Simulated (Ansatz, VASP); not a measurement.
**Two plane-wave programs on Mg12Cu (a cell with a defect)**

```
Mg Cu
1.0
     6.42000    0.00000    0.00000
    -4.81500    8.33982    0.00000
     0.00000    0.00000    5.21304
Mg Cu
12 1
Direct
  0.97520 0.98859 0.03416
  0.16464 0.23899 0.47059
  0.99996 0.33044 0.97415
  0.16964 0.55684 0.49115
  0.00054 0.66428 0.99051
  0.15202 0.86357 0.48520
  0.50253 0.98513 0.02982
  0.69075 0.23403 0.46999
  0.51246 0.35438 0.00987
  0.66490 0.55734 0.50528
  0.49649 0.66482 0.00833
  0.66797 0.89239 0.52804
  0.32886 0.10788 0.74698
```

Alike in both runs: functional PBEsol; k mesh 3 × 2 × 3; occupations gaussian, width 0.1 eV; no spin polarisation.

Ansatz relaxed the structure, and its values are those at the end. VASP's run is a single point on that final structure, the one shown.

```csv
,VASP,Ansatz
version,VASP 6.6.1,Ansatz 0.2.0
potentials or method,"VASP PAW PBE potentials, release 64 (Mg, Cu)","scalar-relativistic, plane waves, PAW"
plane-wave cutoff (eV),520,420
valence electrons in the cell,35,139
```

|  | VASP | Ansatz | Ansatz less VASP |
| --- | --- | --- | --- |
| rms of the force components (eV/Å) | 0.008 | 0.008 | +0.0004 |

The two sets of potentials don't hold the same shells in valence.

Caveats: the k mesh is coarse (spacing up to 0.40 Å⁻¹), so the values aren't converged; the PAW data sets were made with another functional, which shifts forces and pressure a little (VASP).
